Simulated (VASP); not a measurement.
# A vacancy on the Sn site in a supercell of Nb3Sn, part 2 of 4

How easily does a vacancy on the Sn site form in Nb3Sn? The host is relaxed first, then a supercell is run with and without the defect. The start is a cell from a database of measured crystal structures.

VASP 6.6.1, plane waves and PAW; the level of theory is named at each step.

Still holding for the runs below: The k-mesh is coarse for a metal.

So far. Step 2 (Relaxing the host crystal): The run ended after 3 ionic steps, 0.047 eV below its first step, once forces and stress met EDIFFG = -0.02.

### 3. The perfect supercell

Level of this step: r2SCAN; plane waves and PAW (Sn, Nb_pv) (VASP).

System of this step: Nb3Sn. Symmetry: Pm-3n, No. 223, cubic system. The conventional cell has a = 5.325 Å, b = 5.325 Å, c = 5.325 Å, α = 90.00°, β = 90.00°, γ = 90.00°. Nearest to Sn lie 12 Nb at 2.98 Å. Nb has 2 Nb at 2.66 Å and 4 Sn at 2.98 Å nearest. Farther neighbours are not listed.

The same cell, mesh and cutoff without the defect give the energy to subtract and, in a gapped host, the band edges to count from, so that most errors cancel.

Input file INCAR:

```
SYSTEM = Nb3Sn
PREC = Normal
ENCUT = 300
EDIFF = 1E-05
NELM = 120
ISMEAR = 1
SIGMA = 0.2
LREAL = Auto
ALGO = Normal
METAGGA = R2SCAN
LASPH = .TRUE.
NBANDS = 172
LORBIT = 11
LWAVE = .FALSE.
LCHARG = .FALSE.
KPAR = 4
```

Input file POSCAR:

```
Nb3Sn
1.0
   -5.3245933642      5.3245933642      5.3245933642
    5.3245933642     -5.3245933642      5.3245933642
    5.3245933642      5.3245933642     -5.3245933642
Sn Nb
8 24
Direct
    0.5000000000      0.5000000000      0.5000000000
    0.0000000000      0.0000000000      0.5000000000
    0.0000000000      0.5000000000      0.0000000000
    0.5000000000      0.0000000000      0.0000000000
    0.0000000000      0.0000000000      0.0000000000
    0.5000000000      0.5000000000      0.0000000000
    0.5000000000      0.0000000000      0.5000000000
    0.0000000000      0.5000000000      0.5000000000
    0.3750000000      0.1250000000      0.2500000000
    0.8750000000      0.6250000000      0.2500000000
    0.8750000000      0.1250000000      0.7500000000
    0.3750000000      0.6250000000      0.7500000000
    0.6250000000      0.3750000000      0.2500000000
    0.1250000000      0.8750000000      0.2500000000
    0.1250000000      0.3750000000      0.7500000000
    0.6250000000      0.8750000000      0.7500000000
    0.1250000000      0.2500000000      0.3750000000
    0.6250000000      0.7500000000      0.3750000000
    0.6250000000      0.2500000000      0.8750000000
    0.1250000000      0.7500000000      0.8750000000
    0.2500000000      0.6250000000      0.3750000000
    0.7500000000      0.1250000000      0.3750000000
    0.7500000000      0.6250000000      0.8750000000
    0.2500000000      0.1250000000      0.8750000000
    0.3750000000      0.2500000000      0.6250000000
    0.8750000000      0.7500000000      0.6250000000
    0.8750000000      0.2500000000      0.1250000000
    0.3750000000      0.7500000000      0.1250000000
    0.2500000000      0.3750000000      0.1250000000
    0.7500000000      0.8750000000      0.1250000000
    0.7500000000      0.3750000000      0.6250000000
    0.2500000000      0.8750000000      0.6250000000
```

Input file KPOINTS:

```
Automatic mesh
0
Gamma
3 3 3
0 0 0
```

The projector-augmented-wave data sets are Sn and Nb_pv (PBE family, release 64).

Command:

```
mpirun -np 4 vasp_std
```

Log:

```text
[banner, memory and clock lines left out]
running    4 mpi-ranks, on    1 nodes
 distrk:  each k-point on    1 cores,    4 groups
 distr:  one band on    1 cores,    1 groups

 POSCAR found type information on POSCAR SnNb
 POSCAR found :  2 types and      32 ions
 [... a notice as in an earlier step ...]

 LDA part: xc-table for (None), standard interpolation
 POSCAR, INCAR and KPOINTS ok, starting setup
 FFT: planning ... GRIDC
 FFT: planning ... GRID_SOFT
 FFT: planning ... GRID
 WAVECAR not read
 entering main loop
       N       E                     dE             d eps       ncg     rms          rms(c)
DAV:   1     0.252088917502E+04    0.25209E+04   -0.11008E+05  1480   0.126E+03
DAV:   2    -0.569140018624E+03   -0.30900E+04   -0.30324E+04  1488   0.706E+02
DAV:   3    -0.843896191470E+03   -0.27476E+03   -0.25933E+03  2304   0.158E+02
DAV:   4    -0.874381089903E+03   -0.30485E+02   -0.28090E+02  2168   0.447E+01
DAV:   5    -0.876838135815E+03   -0.24570E+01   -0.23362E+01  2176   0.116E+01    0.119E+02
DAV:   6    -0.799346809171E+03    0.77491E+02   -0.52577E+01  1856   0.344E+01    0.365E+01
DAV:   7    -0.798662659464E+03    0.68415E+00   -0.73286E+00  2008   0.114E+01    0.765E+00
DAV:   8    -0.798608139966E+03    0.54519E-01   -0.89983E-01  1928   0.293E+00    0.143E+00
DAV:   9    -0.798623650853E+03   -0.15511E-01   -0.81132E-02  2112   0.829E-01    0.129E+00
DAV:  10    -0.798622802662E+03    0.84819E-03   -0.84259E-03  2000   0.245E-01    0.424E-01
DAV:  11    -0.798623702505E+03   -0.89984E-03   -0.21935E-03  1880   0.133E-01    0.494E-02
DAV:  12    -0.798623638096E+03    0.64410E-04   -0.19917E-04  1856   0.518E-02    0.621E-02
DAV:  13    -0.798623613421E+03    0.24675E-04   -0.13851E-05  1048   0.167E-02    0.746E-03
DAV:  14    -0.798623614604E+03   -0.11832E-05   -0.64997E-06  1000   0.115E-02
   1 F= -.79862361E+03 E0= -.79858696E+03  d E =-.109949E+00
```

Wall time 3.6 min (4 MPI ranks of Intel Xeon Platinum 8488C (Sapphire Rapids), shared host); peak memory 1.4 GiB.

From OUTCAR (step 3):

```text
  LATTYP: Found a body centered cubic cell.
 ALAT       =    10.6491867284

 Found      4 irreducible k-points:

   k-points           NKPTS =      4   k-points in BZ     NKDIM =      4   number of bands    NBANDS=    172

   dimension x,y,z NGX =    40 NGY =   40 NGZ =   40
   dimension x,y,z NGXF=    80 NGYF=   80 NGZF=   80

   ENCUT  =  300.0 eV  22.05 Ry    4.70 a.u.  13.02 13.02 13.02*2*pi/ulx,y,z

   NELECT =     296.0000    total number of electrons

 E-fermi :   5.6839

 k-point     1 :       0.0000    0.0000    0.0000
  band No.  band energies     occupation
    ...
    130       5.0593      2.00009
    131       5.0593      2.00009
    132       5.0593      2.00009
    133       5.6082      1.59268
    134       5.6082      1.59267
    135       5.7757      0.30653
    136       5.7757      0.30652
    137       5.7757      0.30652
    138       5.7758      0.30625
    139       5.7758      0.30624
    ...

 k-point     2 :       0.3333    0.0000    0.0000
  band No.  band energies     occupation
    ...
    146       5.6615      1.18842
    147       5.7204      0.69703
    148       5.7214      0.68902
    149       5.7214      0.68902
    150       5.7333      0.59576
    151       5.8735     -0.03770
    152       5.8735     -0.03770
    153       6.2762     -0.00023
    154       6.2762     -0.00023
    155       6.5181     -0.00000
    ...

  Total       -0.9408837     -0.9408837     -0.9408837      0.0000000      0.0000000     -0.0000000
  in kB       -2.4964750     -2.4964750     -2.4964750      0.0000000      0.0000000     -0.0000000
  external PRESSURE =      -2.4964750 kB  Pullay stress =       0.0000000 kB

  energy-cutoff  :      300.00
  volume of cell :      603.84
      direct lattice vectors                 reciprocal lattice vectors
    -5.324593364  5.324593364  5.324593364     0.000000000  0.093903884  0.093903884
     5.324593364 -5.324593364  5.324593364     0.093903884  0.000000000  0.093903884
     5.324593364  5.324593364 -5.324593364     0.093903884  0.093903884  0.000000000

 POSITION                                       TOTAL-FORCE (eV/Angst)
 -----------------------------------------------------------------------------------
      2.66230      2.66230      2.66230         0.000000     -0.000000     -0.000000
      2.66230      2.66230     -2.66230         0.000000     -0.000000     -0.000000
      2.66230     -2.66230      2.66230         0.000000     -0.000000     -0.000000
     -2.66230      2.66230      2.66230         0.000000     -0.000000     -0.000000
      0.00000      0.00000      0.00000         0.000000     -0.000000     -0.000000
      0.00000      0.00000      5.32459         0.000000     -0.000000     -0.000000
      0.00000      5.32459      0.00000         0.000000     -0.000000     -0.000000
      5.32459      0.00000      0.00000         0.000000     -0.000000     -0.000000
      0.00000      2.66230      1.33115         0.000000      0.000000     -0.000000
     -0.00000      2.66230      6.65574         0.000000      0.000000     -0.000000
     -0.00000      7.98689      1.33115         0.000000      0.000000     -0.000000
      5.32459      2.66230      1.33115         0.000000      0.000000     -0.000000
      0.00000      2.66230      3.99345         0.000000     -0.000000      0.000000
      5.32459     -2.66230      3.99345         0.000000     -0.000000     -0.000000
      5.32459      2.66230     -1.33115         0.000000      0.000000     -0.000000
      5.32459      2.66230      3.99345        -0.000000      0.000000     -0.000000
      2.66230      1.33115      0.00000        -0.000000     -0.000000      0.000000
      2.66230      1.33115      5.32459        -0.000000     -0.000000      0.000000
      2.66230      6.65574      0.00000        -0.000000     -0.000000      0.000000
      7.98689      1.33115      0.00000        -0.000000      0.000000      0.000000
      3.99345      0.00000      2.66230         0.000000      0.000000      0.000000
     -1.33115      5.32459      2.66230         0.000000     -0.000000      0.000000
      3.99345      5.32459      2.66230         0.000000      0.000000      0.000000
      3.99345      5.32459     -2.66230         0.000000      0.000000      0.000000
      2.66230      3.99345      0.00000         0.000000      0.000000     -0.000000
      2.66230      3.99345      5.32459        -0.000000      0.000000     -0.000000
     -2.66230      3.99345      5.32459        -0.000000      0.000000     -0.000000
      2.66230     -1.33115      5.32459         0.000000     -0.000000     -0.000000
      1.33115      0.00000      2.66230         0.000000     -0.000000     -0.000000
      1.33115     -0.00000      7.98689         0.000000     -0.000000     -0.000000
      1.33115      5.32459      2.66230         0.000000     -0.000000     -0.000000
      6.65574     -0.00000      2.66230         0.000000     -0.000000     -0.000000
 -----------------------------------------------------------------------------------
    total drift:                                0.000000      0.000000     -0.000000

  FREE ENERGIE OF THE ION-ELECTRON SYSTEM (eV)
  ---------------------------------------------------
  free  energy   TOTEN  =      -798.6236146040 eV

  energy  without entropy=     -798.5136653906  energy(sigma->0) =     -798.58696487

 total charge
# of ion       s       p       d       tot
------------------------------------------
    1        1.290   2.106   0.253   3.649
    2        1.290   2.106   0.253   3.649
    3        1.290   2.106   0.253   3.649
    4        1.290   2.106   0.253   3.649
    5        1.290   2.106   0.253   3.649
    6        1.290   2.106   0.253   3.649
    7        1.290   2.106   0.253   3.649
    8        1.290   2.106   0.253   3.649
    9        0.361   6.305   3.120   9.786
   10        0.361   6.305   3.120   9.786
   11        0.361   6.305   3.120   9.786
   12        0.361   6.305   3.120   9.786
   13        0.361   6.305   3.120   9.786
   14        0.361   6.305   3.120   9.786
   15        0.361   6.305   3.120   9.786
   16        0.361   6.305   3.120   9.786
   17        0.361   6.305   3.120   9.786
   18        0.361   6.305   3.120   9.786
   19        0.361   6.305   3.120   9.786
   20        0.361   6.305   3.120   9.786
   21        0.361   6.305   3.120   9.786
   22        0.361   6.305   3.120   9.786
   23        0.361   6.305   3.120   9.786
   24        0.361   6.305   3.120   9.786
   25        0.361   6.305   3.120   9.786
   26        0.361   6.305   3.120   9.786
   27        0.361   6.305   3.120   9.786
   28        0.361   6.305   3.120   9.786
   29        0.361   6.305   3.120   9.786
   30        0.361   6.305   3.120   9.786
   31        0.361   6.305   3.120   9.786
   32        0.361   6.305   3.120   9.786
--------------------------------------------------
tot         18.990 168.164  76.909 264.063

[... 2 parts as in an earlier step ...]

[... 5 further parts left out ...]
```

Numbers from this step:

* electronic cycles: 14
* electrons: 296
* free energy (TOTEN): -798.6236 eV
* energy at zero smearing: -798.5870 eV
* Fermi energy: 5.684 eV

The host is treated as a metal, as its relaxation found a gap under 0.3 eV or none, and only the neutral defect is run.

[end of part 2 of 4]

[Lines on the potential files, build, host, timing and source positions are cut from VASP's logs without a mark.]

[Logs are printed without paths, hosts, clocks, repeated set-up lines and the standing remarks that a program may print on its own settings, such as how far it seeks lower states.]

[Hosts, paths, dates, database ids (printed as entryN), source tags and the programs' standing remarks are cut or masked in the printed files.]

[In band tables of VASP the shares of atoms and orbitals are scaled to a sum of 1 inside the atoms' spheres.]

[Runs that stopped without an error message from VASP are left out.]
